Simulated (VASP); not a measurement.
An input for Ansatz (written as the equivalent of a VASP run, and not itself run):

Ansatz 0.2 input:
```yaml
crystal:
  lattice:
    - [0.0000000, 2.2499367, 2.2499367]
    - [2.2499367, 0.0000000, 2.2499367]
    - [2.2499367, 2.2499367, 0.0000000]
  atoms:
    - { symbol: Na, position: [1.0000000, 0.0000000, 1.0000000] }
    - { symbol: F, position: [0.5000000, 0.5000000, 0.5000000] }
kpoints:
  mp_grid: { grid: [10, 10, 10] }
hamiltonian:
  xc: lda
  pseudopotentials: { kind: paw }
scf:
  occupations: { method: gaussian, width: 0.05 }
  max_iter: 100
relax:
  max_steps: 40
  f_tol: 0.02
  cell: {}
output: { forces: true, stress: true, eigenvalues: true }
```

Task: Write the VASP files for the same calculation (LDA).

Result: This is not unique; one that fits is 
INCAR:
```
! general
SYSTEM=NaF
PREC  =Accurate
ENCUT =620
LREAL =.False.
LASPH =.True.

! electronic loop
EDIFF =1E-6
NELM  =100
ALGO  =Normal

! smearing
ISMEAR=0
SIGMA =0.05

! ions
IBRION=2
NSW   =40
ISIF  =3
EDIFFG=-0.02

! output
LWAVE =.False.
LCHARG=.False.
```

### POSCAR
```
NaF
1
   -0.0000000000     2.2499366527     2.2499366527
    2.2499366527    -0.0000000000     2.2499366527
    2.2499366527     2.2499366527    -0.0000000000
Na F
1 1
Direct
  1.0000000000   0.0000000000   1.0000000000
  0.5000000000   0.5000000000   0.5000000000
```

**KPOINTS**
```
Regular mesh
0
Gamma
  10 10 10
```

POTCAR, in this order: Na_pv F (LDA.64 set). Program: vasp_std.

What does not carry over: each code has its own PAW files, so the cut-off isn't converted (ENCUT is set for VASP's; basis.ecutwfc is left out, and Ansatz then takes the one that its files recommend); Ansatz stops its SCF on the density residual and VASP on the energy change (EDIFF); Ansatz's lda is the Perdew-Wang form, while the LDA potentials of VASP carry Perdew-Zunger's.

The compound is NaF in the rock salt structure. It was relaxed first, which changed the volume by -8 %.
